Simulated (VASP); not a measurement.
Runs of VASP 6.6.1 on Si2Ni. It takes space group Fm-3m (No. 225, cubic). Conventional cell: a = 5.392 Å, b = 5.392 Å, c = 5.392 Å, α = 90.00°, β = 90.00°, γ = 90.00°. Si (site symmetry -43m) has 4 Ni at 2.34 Å as nearest neighbours. Ni (site symmetry m-3m) is surrounded by 8 Si at 2.34 Å. The cell comes from a database or a generator and needn't be the stable form of this composition.

```tsv
level	k mesh	cutoff (eV)	smearing	gap on the mesh (eV)	pressure (GPa)	moment (μB)
PBEsol	14 × 14 × 14	900	gaussian 0.1 eV	none	0.2	0.00
r2SCAN	14 × 14 × 14	520	gaussian 0.1 eV	none	-0.9	0.00
PBEsol	14 × 14 × 14	520	gaussian 0.5 eV	none	0.2	0.00
PBEsol	14 × 14 × 14	700	gaussian 0.1 eV	none	0.2	0.00
PBEsol	20 × 20 × 20	520	gaussian 0.1 eV	none	(a)	0.00
```

Alike in all rows: task single point; potentials or basis VASP PAW PBE potentials, release 64 (Si, Ni); spin collinear, ferromagnetic start; cell as given.

Task: Fill in the values left out.

Result: (a) 0.1.

Caveats: the PAW data sets were made with another functional, which shifts forces and pressure a little.

A k mesh can miss the band edges.

A gap of «none» marks a metal or a gap under the smearing width.

Not every run made on this cell is shown here.
